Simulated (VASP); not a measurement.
Given:

```xyz
64
Lattice="8.7583 0.0000 0.0000 0.0000 8.7583 0.0000 0.0000 0.0000 8.7583" Properties=species:S:1:pos:R:3 pbc="T T T"
Si     4.3792     0.0000     0.0000
Si     6.5687     2.1896     0.0000
Si     6.5687     0.0000     2.1896
Si     0.0000     0.0000     0.0000
Si     2.1896     2.1896     0.0000
Si     4.3792     4.3792     0.0000
Si     6.5687     6.5687     0.0000
Si     2.1896     0.0000     2.1896
Si     4.3792     2.1896     2.1896
Si     6.5687     4.3792     2.1896
Si     4.3792     0.0000     4.3792
Si     6.5687     2.1896     4.3792
Si     6.5687     0.0000     6.5687
Si     0.0000     4.3792     0.0000
Si     2.1896     6.5687     0.0000
Si     0.0000     2.1896     2.1896
Si     2.1896     4.3792     2.1896
Si     4.3792     6.5687     2.1896
Si     0.0000     0.0000     4.3792
Si     2.1896     2.1896     4.3792
Si     4.3792     4.3792     4.3792
Si     6.5687     6.5687     4.3792
Si     2.1896     0.0000     6.5687
Si     4.3792     2.1896     6.5687
Si     6.5687     4.3792     6.5687
Si     0.0000     6.5687     2.1896
Si     0.0000     4.3792     4.3792
Si     2.1896     6.5687     4.3792
Si     0.0000     2.1896     6.5687
Si     2.1896     4.3792     6.5687
Si     4.3792     6.5687     6.5687
Si     0.0000     6.5687     6.5687
C      5.4740     1.0948     1.0948
C      7.6635     3.2844     1.0948
C      7.6635     1.0948     3.2844
C      1.0948     1.0948     1.0948
C      3.2844     3.2844     1.0948
C      5.4740     5.4740     1.0948
C      7.6635     7.6635     1.0948
C      3.2844     1.0948     3.2844
C      5.4740     3.2844     3.2844
C      7.6635     5.4740     3.2844
C      5.4740     1.0948     5.4740
C      7.6635     3.2844     5.4740
C      7.6635     1.0948     7.6635
C      1.0948     5.4740     1.0948
C      3.2844     7.6635     1.0948
C      1.0948     3.2844     3.2844
C      3.2844     5.4740     3.2844
C      5.4740     7.6635     3.2844
C      1.0948     1.0948     5.4740
C      3.2844     3.2844     5.4740
C      5.4740     5.4740     5.4740
C      7.6635     7.6635     5.4740
C      3.2844     1.0948     7.6635
C      5.4740     3.2844     7.6635
C      7.6635     5.4740     7.6635
C      1.0948     7.6635     3.2844
C      1.0948     5.4740     5.4740
C      3.2844     7.6635     5.4740
C      1.0948     3.2844     7.6635
C      3.2844     5.4740     7.6635
C      5.4740     7.6635     7.6635
C      1.0948     7.6635     7.6635
```

These are HSE06 screened hybrid, VASP's PBE PAW potentials (set 64) (plane waves; VASP) values and carry that method's errors. Run with PREC = Normal, LREAL = Auto, EDIFF = 1E-5, 400 eV cut-off, 1×1×1 Γ-centred mesh, Gaussian smearing of 0.050 eV, potentials Si C.

The supercell is sampled at Γ alone, which is coarse: total energies, pressure and levels can be off, energies of defects by several tenths of an eV.

### Question
Estimate the energy per atom (σ→0).

### Answer

The energy per atom (σ→0) is -8.685 eV/atom.

Total energies compare only between runs with the same potentials, cut-off and functional.

The cell is a supercell, built from SiC (zinc blende). The cell's shape comes from a PBE relaxation.
